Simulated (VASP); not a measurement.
Calculation: LDA (Ceperley-Alder, Perdew-Zunger), VASP's LDA PAW potentials (set 64) (plane waves; VASP).

A VASP calculation is set up with these files.

File POSCAR:
```
Ge
1
   -0.0000000000     2.8061139959     2.8061139959
    2.8061139959     0.0000000000     2.8061139959
    2.8061139959     2.8061139959     0.0000000000
Ge
2
Direct
  0.0000000000   0.0000000000   0.0000000000
  0.2500000000   0.2500000000   0.2500000000
```

### INCAR
```
IBRION = 2   # conjugate gradients
NELM = 100
SYSTEM = Ge
LMAXMIX = 4   # l cut-off of mixed one-centre charges
ISMEAR = 0
EDIFF = 1E-6
ENCUT = 400
LCHARG = .FALSE.
NSW = 60
PREC = Accurate
EDIFFG = -0.01   # ionic stop
ISIF = 3   # ions, shape and volume
LWAVE = .FALSE.
ALGO = Normal
LASPH = .TRUE.
LREAL = .FALSE.   # projection in real space or not
SIGMA = 0.05
```

File KPOINTS:
```
K-points
0
gamma
7 7 7
```

POTCAR, in this order: Ge_d (LDA.64 set). Program: vasp_std.

What VASP printed:

File OSZICAR:
```
       N       E                     dE             d eps       ncg     rms          rms(c)
DAV:   1     0.147751752213E+03    0.14775E+03   -0.13589E+04   744   0.368E+03
DAV:   2     0.734150953458E+01   -0.14041E+03   -0.13795E+03   728   0.467E+02
DAV:   3    -0.100485106971E+02   -0.17390E+02   -0.17312E+02   818   0.136E+02
DAV:   4    -0.105478687381E+02   -0.49936E+00   -0.49839E+00   804   0.267E+01
DAV:   5    -0.105560954354E+02   -0.82267E-02   -0.82256E-02   824   0.345E+00    0.341E+00
DAV:   6    -0.104315389865E+02    0.12456E+00   -0.46083E-02   760   0.185E+00    0.197E+00
DAV:   7    -0.103681490983E+02    0.63390E-01   -0.10192E-01   752   0.235E+00    0.143E-01
DAV:   8    -0.103688071219E+02   -0.65802E-03   -0.52616E-03   806   0.897E-01    0.489E-02
DAV:   9    -0.103688264833E+02   -0.19361E-04   -0.11857E-04   878   0.132E-01    0.169E-02
DAV:  10    -0.103688229954E+02    0.34879E-05   -0.12790E-05   914   0.538E-02    0.489E-03
DAV:  11    -0.103688226653E+02    0.33005E-06   -0.14064E-06   540   0.865E-03
   1 F= -.10368823E+02 E0= -.10368748E+02  d E =-.103688E+02
       N       E                     dE             d eps       ncg     rms          rms(c)
DAV:   1    -0.103704567166E+02   -0.16337E-02   -0.22587E-02   952   0.311E+00    0.237E-01
DAV:   2    -0.103692270915E+02    0.12296E-02   -0.17176E-03   934   0.848E-01    0.117E-01
DAV:   3    -0.103688385738E+02    0.38852E-03   -0.63616E-04   940   0.461E-01    0.287E-02
DAV:   4    -0.103688101103E+02    0.28464E-04   -0.76527E-05   922   0.180E-01    0.598E-03
DAV:   5    -0.103688094163E+02    0.69400E-06   -0.63215E-06   744   0.499E-02
   2 F= -.10368809E+02 E0= -.10368712E+02  d E =0.132490E-04
       N       E                     dE             d eps       ncg     rms          rms(c)
DAV:   1    -0.103691950361E+02   -0.38493E-03   -0.49727E-03   952   0.145E+00    0.112E-01
DAV:   2    -0.103689191988E+02    0.27584E-03   -0.38755E-04   934   0.404E-01    0.552E-02
DAV:   3    -0.103688333866E+02    0.85812E-04   -0.14111E-04   940   0.217E-01    0.136E-02
DAV:   4    -0.103688272606E+02    0.61259E-05   -0.16738E-05   912   0.843E-02    0.284E-03
DAV:   5    -0.103688270483E+02    0.21235E-06   -0.12550E-06   360   0.231E-02
   3 F= -.10368827E+02 E0= -.10368740E+02  d E =-.438297E-05
```

**OUTCAR**
```
------------------------ aborting loop because EDIFF is reached ----------------------------------------
  FORCE on cell =-STRESS in cart. coord.  units (eV):
  Direction    XX          YY          ZZ          XY          YZ          ZX
  --------------------------------------------------------------------------------------
  Total        0.0160330      0.0160330      0.0160330      0.0000000      0.0000000      0.0000000
  in kB        0.5805741      0.5805741      0.5805741      0.0000000      0.0000000      0.0000000
  external PRESSURE =       0.5805741 kB  Pullay stress =       0.0000000 kB
  volume of cell :       44.25
      direct lattice vectors                 reciprocal lattice vectors
    -0.000000000  2.807239530  2.807239530    -0.178110915  0.178110915  0.178110915
     2.807239530  0.000000000  2.807239530     0.178110915 -0.178110915  0.178110915
     2.807239530  2.807239530 -0.000000000     0.178110915  0.178110915 -0.178110915
 POSITION                                       TOTAL-FORCE (eV/Angst)
 -----------------------------------------------------------------------------------
      0.00000      0.00000      0.00000        -0.000000     -0.000000     -0.000000
      1.40362      1.40362      1.40362         0.000000      0.000000      0.000000
 -----------------------------------------------------------------------------------
    total drift:                                0.000000      0.000000      0.000000
  FREE ENERGIE OF THE ION-ELECTRON SYSTEM (eV)
  ---------------------------------------------------
  free  energy   TOTEN  =       -10.3688270483 eV

  energy  without entropy=      -10.3686536592  energy(sigma->0) =      -10.36874035

 reached required accuracy - stopping structural energy minimisation
```
(Selected blocks of OUTCAR.)

File CONTCAR:
```
Ge
   1.00000000000000
    -0.0000000000000000    2.8072395302921915    2.8072395302921915
     2.8072395302921915    0.0000000000000000    2.8072395302921915
     2.8072395302921915    2.8072395302921915   -0.0000000000000000
  Ge
     2
Direct
     0.0000000000000000    0.0000000000000000    0.0000000000000000
     0.2500000000000000    0.2500000000000000    0.2500000000000000
```

The compound is Ge in the diamond structure. This run relaxes it. Symmetry was kept, so distortions that lower it aren't found. The start is the result of an earlier pass.
